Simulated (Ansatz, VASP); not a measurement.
# GaPH2 (GaP wire along [110], 8 atoms a period, H-terminated) in two plane-wave programs, part 2 of 2

Wanted: the spread between two codes on one cell, functional and k mesh. The cell is taken from a series of runs on this material, whose earlier steps may have relaxed, scaled, displaced or heated it; both programs get it as it stands.

VASP 6.6.1 and Ansatz 0.2.0.

So far: The structure; VASP: single point, HSE06.

## Step 3: Ansatz: single point, HSE06

Level of this step: Ansatz beside VASP: Kohn-Sham DFT, plane waves, HSE06 (Ansatz).

Ansatz runs on its PAW soft_1 files.

The same cell, functional, mesh and smearing now go to Ansatz, which takes its cutoff from its data sets.

File input.yaml:

```yaml
crystal:
  lattice:
    - [15.425, 0.0, 0.0]
    - [0.0, 13.276, 0.0]
    - [0.0, 0.0, 3.9503807384]
  atoms:
    - { symbol: H, position: [0.405240549, 0.248037867, 0.0] }
    - { symbol: Ga, position: [0.451531511, 0.352554824, 0.0] }
    - { symbol: H, position: [0.228011756, 0.603734718, 0.5] }
    - { symbol: H, position: [0.228011756, 0.396286942, 0.5] }
    - { symbol: Ga, position: [0.276630252, 0.50001083, 0.5] }
    - { symbol: P, position: [0.543730832, 0.642534272, 0.5] }
    - { symbol: P, position: [0.543730832, 0.357487388, 0.5] }
    - { symbol: H, position: [0.602962701, 0.725066952, 0.5] }
    - { symbol: H, position: [0.602962701, 0.274954708, 0.5] }
    - { symbol: Ga, position: [0.631199747, 0.50001083, 0.5] }
    - { symbol: P, position: [0.36939133, 0.50001083, 0.0] }
    - { symbol: H, position: [0.405240549, 0.751983793, 0.0] }
    - { symbol: Ga, position: [0.451531511, 0.647466836, 0.0] }
    - { symbol: P, position: [0.720987275, 0.50001083, 0.0] }
    - { symbol: H, position: [0.780731304, 0.581459551, 0.0] }
    - { symbol: H, position: [0.780731304, 0.418562109, 0.0] }
kpoints:
  mp_grid: { grid: [1, 1, 8] }
scf:
  occupations: { method: fermi_dirac, width: 0.05 }
hamiltonian:
  xc: hse06
  pseudopotentials: { kind: paw, azcp: { folder: soft_1 } }
```

Command:

```
> ansatz run input.yaml --threads 4 --pin off --max-ram 16384MiB --backend cpu --events-out ev --progress --plain --runs-dir out
```

Numbers of over 12 decimals in the logs are rounded to 6 here.

The program printed:

```text
Engine: ansatz 0.2.0, x86_64-unknown-linux-gnu
Pseudopotentials: kind: paw
Pseudopotential: H, paw, valence charge 1, recommended cutoff 420 eV (normal), soft_1/H.paw.azcp
Pseudopotential: Ga, paw, valence charge 13, recommended cutoff 420 eV (normal), soft_1/Ga.paw.azcp
Pseudopotential: P, paw, valence charge 5, recommended cutoff 420 eV (normal), soft_1/P.paw.azcp
Functional definition: HSE06
  parameter a = 0.25
  parameter omega = 0.11/bohr
  exchange = pbe_x - a*pbe_x_sr(omega) + a*exact_x_sr(omega)
  correlation = pbe_c
Crystal: 16 atoms, lattice volume = 808.968 Å³
Basis set: ecut = 420 eV, 15859 PW (Γ)
Bands: 56, of which v1, the nominal top of the filled ones, is band 40 counted from 1 (39 counted from 0)
Symmetry: 4 space group operations
Space group: Pmm2 (ITA 25), of the structure as read, at distance tolerance 9.3e-5 Å
k-points: 5 of 8
Non-local potential: H, projectors of the file, l = 0: 2, l = 1: 1
Non-local potential: Ga, projectors of the file, l = 0: 2, l = 1: 2, l = 2: 3, l = 3: 1
Non-local potential: P, projectors of the file, l = 0: 2, l = 1: 2, l = 2: 1
PAW form: soft (Blöchl's): semilocal exchange-correlation on the pseudo side does not see the compensation charge
PAW frozen core: Ga, regenerated for the run's functional, and the local potential with it (the file was generated under x = pbe(κ = 0.804, μ = 0.219515), c = pbe(β = 0.066725))
PAW frozen core: P, regenerated for the run's functional, and the local potential with it (the file was generated under x = pbe(κ = 0.804, μ = 0.219515), c = pbe(β = 0.066725))
PAW one-centre angular grid: H, 110 points (default); XC on 64 Gauss nodes
PAW one-centre angular grid: Ga, 590 points (default); XC on 64 Gauss nodes
PAW one-centre angular grid: P, 110 points (default); XC on 64 Gauss nodes
Initial density: superposition of atomic densities (neutral atoms: chi_scale 0, normalization atom)
Initial wavefunctions: pseudopotential atomic-orbital guess
Functional: x = pbe(κ = 0.804, μ = 0.219515), c = pbe(β = 0.066725), warm-up for x = pbe(κ = 0.804, μ = 0.219515) + 0.25 (exact − pbe) at short range (hse, ω = 0.207870 Å⁻¹), c = pbe(β = 0.066725); HSE06 as pw.x's `hse` composes it (authors' and Libxc's form: `xc: wpbeh`)
iter 1 solved again at ethr=1.26e-2 eV; its pass at ethr=1.00e-1 eV (dr2=1.01e1 eV) is discarded
SCF iter   1: F=—  HF=-18286.046044 eV  |F-HF|=—  |Δ(HF+E_count)|=         —  Δρ=3.49e-2  dr2=1.01e1  ethr=1.26e-2  ⟨swp⟩=3.8  Hψ=1497  notcnv=0
preconditioner: auto → none  [insulator: Δε(μ)=3.185 eV  Ē_g=13.947 eV  σ=0.050 eV  W_gap=1.00  n_scr=84 (ndim 8)  ℏωp=11.7 eV  f_vac=0.604  D(μ)=0.00/eV (n_scr^D=0)]
SCF iter   2: F=—  HF=-18283.232380 eV  |F-HF|=—  |Δ(HF+E_count)|=    2.81e0  Δρ=1.44e-2  dr2=1.91e0  ethr=1.26e-2  ⟨swp⟩=8.0  Hψ=828  notcnv=0
SCF iter   3: F=—  HF=-18283.029407 eV  |F-HF|=—  |Δ(HF+E_count)|=   2.03e-1  Δρ=6.40e-3  dr2=9.97e-1  ethr=2.39e-3  ⟨swp⟩=8.0  Hψ=882  notcnv=0  defer=2
iter 4 solved again at ethr=4.38e-5 eV; its pass at ethr=1.25e-3 eV (dr2=3.51e-2 eV) is discarded
SCF iter   4: F=—  HF=-18282.804079 eV  |F-HF|=—  |Δ(HF+E_count)|=   2.25e-1  Δρ=1.81e-3  dr2=3.56e-2  ethr=4.38e-5  ⟨swp⟩=5.0  Hψ=1533  notcnv=0  defer=2
SCF iter   5: F=—  HF=-18282.798866 eV  |F-HF|=—  |Δ(HF+E_count)|=   5.21e-3  Δρ=9.50e-4  dr2=3.34e-3  ethr=4.38e-5  ⟨swp⟩=5.4  Hψ=777  notcnv=0  defer=2
SCF iter   6: F=-18282.799016 eV  HF=-18282.799029 eV  |F-HF|=1.30e-5  |Δ(HF+E_count)|=   1.63e-4  Δρ=2.41e-4  dr2=2.52e-4  ethr=4.17e-6  ⟨swp⟩=3.2  Hψ=600  notcnv=0
SCF 1 stopped early in 6 iterations: F = -18282.799016 eV  dr2 = 2.52e-4
  greatest PAW one-centre occupation: 0.995 electrons in one spin orbital (limit 2), on the Ga atom at site 12 (counted from 0), in its partial waves of l = 2
Initial density: handed on by an earlier stage of this run
Initial wavefunctions: those handed on with the density
Functional: x = pbe(κ = 0.804, μ = 0.219515) + 0.25 (exact − pbe) at short range (hse, ω = 0.207870 Å⁻¹), c = pbe(β = 0.066725); HSE06 as pw.x's `hse` composes it (authors' and Libxc's form: `xc: wpbeh`)
Exchange kernel: α = 0.2500, screened, ω = 0.2079 Å⁻¹, Wigner–Seitz truncation, v(0) = 1027.8400 eV·Å³, q-mesh 1×1×8, nearest image of the exchange supercell L = 13.28 Å, pair-density grid 108×90×27, without the augmentation charges, whose exchange is taken in its separable form by FFT convolution over the k-point mesh (the finest that the files' search goes to), smooth part of the exact exchange by density-matrix convolution
Frozen-core exchange: fock
SCF iter   1: F=—  HF=-18287.185910 eV  |F-HF|=—  |Δ(HF+E_count)|=         —  Δρ=6.63e-3  dr2=1.58e-1  ethr=3.15e-6  ⟨swp⟩=16.6  Hψ=1847  notcnv=0
preconditioner: auto → none  [insulator: Δε(μ)=2.464 eV  Ē_g=16.271 eV  σ=0.050 eV  W_gap=1.00  n_scr=84 (ndim 8)  ℏωp=11.7 eV  f_vac=0.652  D(μ)=0.00/eV (n_scr^D=0)]
SCF iter   2: F=—  HF=-18287.125033 eV  |F-HF|=—  |Δ(HF+E_count)|=   6.09e-2  Δρ=1.01e-3  dr2=1.13e-2  ethr=3.15e-6  ⟨swp⟩=5.0  Hψ=1174  notcnv=0
SCF iter   3: F=—  HF=-18287.152956 eV  |F-HF|=—  |Δ(HF+E_count)|=   2.79e-2  Δρ=1.32e-3  dr2=5.92e-3  ethr=3.15e-6  ⟨swp⟩=5.0  Hψ=970  notcnv=0
SCF iter   4: F=—  HF=-18287.152024 eV  |F-HF|=—  |Δ(HF+E_count)|=   9.32e-4  Δρ=4.52e-4  dr2=1.05e-3  ethr=3.15e-6  ⟨swp⟩=3.0  Hψ=593  notcnv=0
SCF iter   5: F=—  HF=-18287.151959 eV  |F-HF|=—  |Δ(HF+E_count)|=   6.50e-5  Δρ=6.84e-5  dr2=1.72e-4  ethr=8.81e-7  ⟨swp⟩=3.0  Hψ=507  notcnv=0
SCF iter   6: F=—  HF=-18287.152823 eV  |F-HF|=—  |Δ(HF+E_count)|=   8.64e-4  Δρ=1.05e-4  dr2=7.76e-5  ethr=1.36e-7  ⟨swp⟩=5.0  Hψ=853  notcnv=0
SCF iter   7: F=-18287.152781 eV  HF=-18287.152782 eV  |F-HF|=3.44e-7  |Δ(HF+E_count)|=   4.13e-5  Δρ=1.63e-5  dr2=2.91e-6  ethr=9.57e-8  ⟨swp⟩=4.0  Hψ=630  notcnv=0
SCF 2 stopped early in 7 iterations: F = -18287.152781 eV  dr2 = 2.91e-6
hybrid outer 1: dexx = +3.491e-2 eV, tail = 1.27e-4 eV
Exchange kernel: α = 0.2500, screened, ω = 0.2079 Å⁻¹, Wigner–Seitz truncation, v(0) = 1027.8400 eV·Å³, q-mesh 1×1×8, nearest image of the exchange supercell L = 13.28 Å, pair-density grid 108×90×27, without the augmentation charges, whose exchange is taken in its separable form by FFT convolution over the k-point mesh (the finest that the files' search goes to), smooth part of the exact exchange by density-matrix convolution
Frozen-core exchange: fock
SCF iter   1: F=—  HF=-18287.151769 eV  |F-HF|=—  |Δ(HF+E_count)|=         —  Δρ=2.17e-5  dr2=8.01e-6  ethr=7.96e-7  ⟨swp⟩=11.6  Hψ=865  notcnv=0
preconditioner: auto → none  [insulator: Δε(μ)=2.368 eV  Ē_g=16.060 eV  σ=0.050 eV  W_gap=1.00  n_scr=84 (ndim 8)  ℏωp=11.7 eV  f_vac=0.654  D(μ)=0.00/eV (n_scr^D=0)]
iter 2 solved again at ethr=6.43e-10 eV; its pass at ethr=7.91e-9 eV (dr2=5.14e-7 eV) is discarded
SCF iter   2: F=—  HF=-18287.151768 eV  |F-HF|=—  |Δ(HF+E_count)|=   9.36e-7  Δρ=8.37e-6  dr2=1.03e-6  ethr=6.43e-10  ⟨swp⟩=5.0  Hψ=1287  notcnv=0  defer=2
SCF iter   3: F=—  HF=-18287.151771 eV  |F-HF|=—  |Δ(HF+E_count)|=   3.48e-6  Δρ=5.80e-6  dr2=3.35e-7  ethr=6.37e-10  ⟨swp⟩=5.4  Hψ=819  notcnv=0  defer=9
SCF iter   4: F=-18287.151771 eV  HF=-18287.151771 eV  |F-HF|=2.35e-8  |Δ(HF+E_count)|=   7.62e-8  Δρ=2.22e-6  dr2=3.53e-8  ethr=3.80e-10  ⟨swp⟩=3.8  Hψ=631  notcnv=0  defer=6
SCF 3 converged in 4 iterations: F = -18287.151771 eV  dr2 = 3.53e-8
  greatest PAW one-centre occupation: 0.995 electrons in one spin orbital (limit 2), on the Ga atom at site 1 (counted from 0), in its partial waves of l = 2
hybrid outer 2: dexx = +3.313e-6 eV, tail = 1.80e-7 eV, Δε = 3.05e-3 eV (about 1.27e-4 eV left of the loop's levels)
hybrid SCF converged: 2 outer / 11 inner (+6 warm-up), last move |dexx| = 3.31e-6 eV, tail = 1.80e-7 eV
Stability not checked: this state was not tested for a lower state beside it, because the functional holds exact exchange (a hybrid, or Hartree-Fock), whose exchange loop this test does not read (fock_operator; see scf.lower_state_search)
Free energy (F): -18287.151771 eV
Frozen-core exchange: fock
Harris-Foulkes:  -18287.151771 eV  (|F-HF|=2.35e-8)
Internal energy: -18287.151771 eV  (E = F + TS)
E sigma→0 (E₀):  -18287.151771 eV
Fermi energy:    -1.689701 eV
--- Per-component energies (eV) ---
  E_band       = -1107.963995
  E_kinetic    = 819.767934
  E_local      = -25338.351009  (includes V_loc(G=0)·N_el)
  E_nonlocal   = -236.581172
  E_hartree    = 13029.057347
  E_xc         = -494.517331
  E_vxc        = -446.900437  (∫ρ·V_xc dr)
  E_exx        = -238.807517  (= α·E_x^exact, valence–valence)
  E_paw        = -10096.433003  (= ΣΔE_a)
  E_vpaw       = -1486.387566  (= ΣTr[D̂ρ^β])
  E_aug_tail   = -0.008468  (compensation charges beyond the density's cutoff)
  E_ewald      = 4268.575053
  E_core_change = 0.146395  (= ΣΔE_core)
  E_smearing   = -0.000000  (= −TS)
  E_closure    = 0.000000  (closes the sum)
  Σ components = -18287.151771   (vs F -18287.151771, Δ=0.00e0)
--- Band table (eV; the first three rows and the last of 5) ---
  k-point 0: bands = [... 36 lower, -4.0672, -3.9741, -3.6189, -2.8741, -0.5053]
  k-point 1: bands = [... 36 lower, -4.4625, -3.9460, -3.7515, -3.2666, 0.3251]
  k-point 2: bands = [... 36 lower, -4.6451, -4.3119, -4.0343, -3.5905, 0.6326]
  k-point 4: bands = [... 36 lower, -4.4843, -4.4477, -4.4269, -4.3295, 0.5169]
  guard bands above this table: 15 of the run's 56 bands. The solve was not asked for them (output.publish_guard_bands: true or output.eigenvalues: true publishes all)
```

Reading the cycles: dr2 is the Hartree energy of the density residual (eV), the measure of convergence; HF is the Harris–Foulkes estimate of the energy, which meets the free energy F at convergence.

## Step 4: Side by side

Known differences besides the potentials themselves: exact exchange at q = 0 is treated differently, which shows on coarse meshes; VASP keeps PBE cores, Ansatz makes them for the functional; the cutoff is 420 eV in Ansatz and 400 eV in VASP; VASP takes a coarser grid for exact exchange (PRECFOCK = Fast). Total energies have different zeros and are not compared.

Compared:

| quantity | Ansatz | VASP | difference |
| --- | --- | --- | --- |
| gap on the k mesh (eV) | 2.369 | 2.360 | +0.008 |

A gap on the mesh is an upper bound, since the band edges may lie between its points.

## Step 5: Outcome

```json
{
 "difference in gap on the k mesh (single point, HSE06)": "0.0084 eV"
}
```

The difference in gap on the k mesh is 0.0084 eV (single point, HSE06), within the 0.08 eV picked in this series as the mark of a large difference. Such differences can come from data sets, numerical settings and the points named under the comparisons, not from the functional's error against experiment.

[Lines on the potential files, build, host, timing and source positions are cut from VASP's logs without a mark.]

[Logs are printed without paths, hosts, clocks, repeated set-up lines and the standing remarks that a program may print on its own settings, such as how far it seeks lower states.]

[Hosts, paths, dates, database ids (printed as entryN), source tags and the programs' standing remarks are cut or masked in the printed files.]
